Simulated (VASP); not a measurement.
All values below come from vdW-DF2, VASP's PBE PAW potentials (set 64) (plane waves; VASP).

Input for VASP

KPOINTS:
```
Automatic mesh
0
Gamma
7 7 7
0 0 0
```

INCAR:
```
# general
SYSTEM   = Sr
PREC     = Accurate
ENCUT    = 520
LREAL    = F
LASPH    = T

# electronic loop
EDIFF    = 1E-6
NELM     = 100
ALGO     = Normal
LMAXMIX  = 4

# smearing
ISMEAR   = 0
SIGMA    = 0.05

# functional
GGA      = ML
LUSE_VDW = T
AGGAC    = 0.0
ZAB_VDW  = -1.8867

# ions
IBRION   = 2
NSW      = 60
ISIF     = 3
EDIFFG   = -0.01

# output
LWAVE    = F
LCHARG   = F
```

POSCAR:
```
Sr
1
   -0.0000000000     3.0053673656     3.0053673656
    3.0053673656    -0.0000000000     3.0053673656
    3.0053673656     3.0053673656     0.0000000000
Sr
1
Direct
  0.0000000000   0.0000000000   0.0000000000
```

POTCAR, in this order: Sr_sv (PBE.64 set). Program: vasp_std.

The resulting files:

### OSZICAR
```
       N       E                     dE             d eps       ncg     rms          rms(c)
DAV:   1     0.445839374254E+02    0.44584E+02   -0.48926E+03   360   0.964E+02
DAV:   2     0.259064774436E+01   -0.41993E+02   -0.41702E+02   411   0.174E+02
DAV:   3     0.921240999140E+00   -0.16694E+01   -0.16618E+01   509   0.299E+01
DAV:   4     0.845921475893E+00   -0.75320E-01   -0.75274E-01   539   0.575E+00
DAV:   5     0.844525719432E+00   -0.13958E-02   -0.13952E-02   534   0.571E-01    0.103E+01
DAV:   6     0.842189677483E+00   -0.23360E-02   -0.72556E-03   427   0.749E-01    0.604E+00
DAV:   7     0.840364256686E+00   -0.18254E-02   -0.13179E-02   385   0.103E+00    0.804E-02
DAV:   8     0.839876229153E+00   -0.48803E-03   -0.13170E-03   522   0.295E-01    0.476E-02
DAV:   9     0.839789791274E+00   -0.86438E-04   -0.13714E-04   447   0.812E-02    0.312E-02
DAV:  10     0.839787229002E+00   -0.25623E-05   -0.30030E-05   439   0.514E-02    0.347E-03
DAV:  11     0.839787159874E+00   -0.69128E-07   -0.69937E-07   381   0.663E-03
   1 F= 0.83978716E+00 E0= 0.84094006E+00  d E =0.839787E+00
       N       E                     dE             d eps       ncg     rms          rms(c)
DAV:   1     0.838846544035E+00   -0.94068E-03   -0.22387E-02   402   0.123E+00    0.210E-01
DAV:   2     0.839532079623E+00    0.68554E-03   -0.20713E-03   392   0.448E-01    0.942E-02
DAV:   3     0.839764294250E+00    0.23221E-03   -0.10504E-03   551   0.211E-01    0.585E-02
DAV:   4     0.839740320601E+00   -0.23974E-04   -0.22796E-05   539   0.378E-02    0.324E-02
DAV:   5     0.839723553506E+00   -0.16767E-04   -0.64819E-05   540   0.356E-02    0.637E-03
DAV:   6     0.839723535927E+00   -0.17579E-07   -0.56731E-07   251   0.763E-03
   2 F= 0.83972354E+00 E0= 0.84083672E+00  d E =-.636239E-04
```

**OUTCAR**
```
------------------------ aborting loop because EDIFF is reached ----------------------------------------
  FORCE on cell =-STRESS in cart. coord.  units (eV):
  Direction    XX          YY          ZZ          XY          YZ          ZX
  --------------------------------------------------------------------------------------
  Total       -0.0083114     -0.0083114     -0.0083114      0.0000000     -0.0000000     -0.0000000
  in kB       -0.2461700     -0.2461700     -0.2461700      0.0000000     -0.0000000     -0.0000000
  external PRESSURE =      -0.2461700 kB  Pullay stress =       0.0000000 kB
  volume of cell :       54.09
      direct lattice vectors                 reciprocal lattice vectors
     0.000000000  3.001737455  3.001737455    -0.166570197  0.166570197  0.166570197
     3.001737455 -0.000000000  3.001737455     0.166570197 -0.166570197  0.166570197
     3.001737455  3.001737455  0.000000000     0.166570197  0.166570197 -0.166570197
 POSITION                                       TOTAL-FORCE (eV/Angst)
 -----------------------------------------------------------------------------------
      6.00347      3.00174      3.00174         0.000000      0.000000     -0.000000
 -----------------------------------------------------------------------------------
    total drift:                                0.000000      0.000000      0.000000
  FREE ENERGIE OF THE ION-ELECTRON SYSTEM (eV)
  ---------------------------------------------------
  free  energy   TOTEN  =         0.8397235359 eV

  energy  without entropy=        0.8419499081  energy(sigma->0) =        0.84083672

 reached required accuracy - stopping structural energy minimisation
```
(Selected blocks of OUTCAR.)

**CONTCAR**
```
Sr
   1.00000000000000
     0.0000000000000000    3.0017374551463032    3.0017374551463032
     3.0017374551463032   -0.0000000000000000    3.0017374551463032
     3.0017374551463032    3.0017374551463032    0.0000000000000000
  Sr
     1
Direct
     0.0000000000000000    1.0000000000000000    1.0000000000000000
```

The compound is Sr in the fcc structure. This run relaxes it. Symmetry was kept, so distortions that lower it aren't found. The start is the result of an earlier pass.
